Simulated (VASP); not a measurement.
Given:

```
CELL_PARAMETERS angstrom
      0.00000     2.74953     2.74953
      2.74953     0.00000     2.74953
      2.74953     2.74953     0.00000
ATOMIC_POSITIONS crystal
  Ga 0.00000 0.00000 0.00000
  P  0.25000 0.25000 0.25000
```

The numbers are results of PBE GGA with D3 dispersion (Becke-Johnson damping), VASP's PBE PAW potentials (set 64) (plane waves; VASP), not measurements. Run with 520 eV cut-off, 8×8×8 Γ-centred mesh, Gaussian smearing of 0.050 eV, potentials Ga_d P.

Question: Give the stress tensor in GPa (positive for a compressed cell).

Answer: 
```
-2.30   0.00   0.00
 0.00  -2.30   0.00
 0.00   0.00  -2.30
```
The pressure is its mean diagonal, -2.30 GPa.

The compound is GaP in the zinc blende structure. This cell is one point of a volume scan, at 1.03 of the reference volume.
